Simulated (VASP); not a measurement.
OSZICAR of a VASP run on Hf (hcp):

OSZICAR:
```
       N       E                     dE             d eps       ncg     rms          rms(c)
DAV:   1     0.417160338686E+02    0.41716E+02   -0.10336E+04  3876   0.111E+03
DAV:   2    -0.188070084735E+02   -0.60523E+02   -0.59371E+02  4734   0.241E+02
DAV:   3    -0.205521838486E+02   -0.17452E+01   -0.17298E+01  5076   0.287E+01
DAV:   4    -0.205683944936E+02   -0.16211E-01   -0.16198E-01  4412   0.345E+00
DAV:   5    -0.205686686732E+02   -0.27418E-03   -0.27415E-03  5188   0.352E-01    0.650E+01
RMM:   6    -0.200379522891E+02    0.53072E+00   -0.45071E-01  3780   0.492E+00    0.391E+01
RMM:   7    -0.198571451258E+02    0.18081E+00   -0.11150E+00  3986   0.762E+00    0.215E+00
RMM:   8    -0.198472347778E+02    0.99103E-02   -0.97186E-02  3856   0.264E+00    0.229E-01
RMM:   9    -0.198487553146E+02   -0.15205E-02   -0.16779E-02  4492   0.957E-01    0.703E-01
RMM:  10    -0.198492376406E+02   -0.48233E-03   -0.25909E-03  4377   0.392E-01    0.203E+00
RMM:  11    -0.198489104243E+02    0.32722E-03   -0.45706E-04  3938   0.161E-01    0.682E-01
RMM:  12    -0.198488413854E+02    0.69039E-04   -0.27984E-04  3877   0.113E-01    0.668E-02
RMM:  13    -0.198488455318E+02   -0.41464E-05   -0.41291E-05  3009   0.428E-02
   1 F= -.19848846E+02 E0= -.19848856E+02  d E =-.198488E+02
```

Task: Which electronic solver shows in the log?

Result: It is blocked Davidson (ALGO = Normal, or the opening steps of other solvers) and then RMM-DIIS (ALGO = Fast or VeryFast). The INCAR had ALGO = Fast.

Task: Can the final energy be trusted as converged?

Result: Self-consistency was reached. It stopped with EDIFF = 1E-5, NELM = 100, NSW = 20 and EDIFFG = -0.03 after 1 ionic step (PBE GGA, plane waves, VASP's PBE PAW potentials (set 64)).

The compound is Hf in the hcp structure. It was relaxed first.
